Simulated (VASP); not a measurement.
Here is the system:

```
CELL_PARAMETERS angstrom
      3.34495     0.00000     0.00000
     -1.67248     2.89681     0.00000
      0.00000     0.00000     4.66204
ATOMIC_POSITIONS crystal
  Cd 0.00000 0.00000 0.00000
  Cd 0.00000 0.00000 0.50000
  O  0.33333 0.66667 0.25000
  O  0.66667 0.33333 0.75000
```

Level of theory: PBE GGA, VASP's PBE PAW potentials (set 64) (plane waves; VASP). Settings: 520 eV cut-off, 6×6×4 Γ-centred mesh, Gaussian smearing of 0.050 eV, potentials Cd O.

Task: Predict the energy per atom (σ→0), pressure, band gap (on the k-mesh) with the smallest direct gap where there is one.

Result: 
```
Property                                                    Result
------------------------  ----------------------------------------
band gap (on the k-mesh)  none (metal, semimetal or under 0.01 eV)
energy per atom (σ→0)                               -3087 meV/atom
pressure                                                537.5 kbar
```

Total energies compare only between runs with the same potentials, cut-off and functional.

The structure was generated: CdO was put into the NiAs type (P6_3/mmc), which need not be its known phase. The cell was not relaxed at this level. The k-mesh is coarse (spacing up to 0.36 per Å, 2π included), so the numbers may not be converged in it.
